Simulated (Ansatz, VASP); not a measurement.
## One calculation of ZnBi3, two programs

```
CELL_PARAMETERS angstrom
4.87316 0.00000 0.00000
0.00000 4.87316 0.00000
0.00000 0.00000 4.87316
ATOMIC_POSITIONS crystal
Bi 0.50127 0.50343 0.00775
Bi 0.50217 0.99007 0.50443
Bi 0.99079 0.50316 0.49957
Zn 0.99911 0.00130 0.99692
```

Change from the starting cell: atoms moved at random, drawn with an rms of 0.05 Å.

Alike in both runs: task single point; functional PBE; k mesh 6 × 6 × 6; occupations fermi-dirac, width 0.05 eV; no spin polarisation.

```csv
,VASP,Ansatz
version,VASP 6.6.1,Ansatz 0.2.0
potentials or method,"VASP PAW PBE potentials, release 64 (Bi_d, Zn)",Ansatz PAW
plane-wave cutoff (eV),520,420
valence electrons in the cell,57,57
```

VASP gave:

* gap on the k mesh at the Fermi level (eV): none
* pressure (GPa): 0.0
* rms of the force components (eV/Å): 0.085

Task: What did Ansatz give for the same quantities?

Result: gap on the k mesh at the Fermi level (eV): none; pressure (GPa): 0.1; rms of the force components (eV/Å): 0.085.

Atom by atom the forces differ by 0.000 eV/Å (rms over components). A gap of «none» marks a metal or a gap that the smearing closes.

Caveats: spin-orbit coupling is left out, which moves the levels of the heavy elements.
